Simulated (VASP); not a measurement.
Energy against volume of BN (wurtzite). These are LDA (Ceperley-Alder, Perdew-Zunger), VASP's LDA PAW potentials (set 64) (plane waves; VASP) values and carry that method's errors. Run with 520 eV cut-off, 10×10×5 Γ-centred mesh, Gaussian smearing of 0.050 eV, potentials B N.

Shape and ions are relaxed at each volume.

| V (Å³/atom) | E (eV/atom) |
|---|---|
| 5.596 | -9.68186 |
| 5.769 | -9.68894 |
| 5.942 | -9.68295 |
| 6.115 | -9.66560 |

Q: Fit these four points and predict the energy of the run at 5.423 Å³/atom.

A: A cubic in V^(−2/3), the third-order Birch-Murnaghan form, passes through the four points with V0 = 5.77 Å³/atom and B0 = 402 GPa, and gives -9.6597 eV/atom there. The run gave -9.6597 eV/atom, -0.0 meV/atom from the fit; all five points give B0 = 402 GPa.

The compound is BN in the wurtzite structure, a metastable high-pressure form. It was relaxed first.
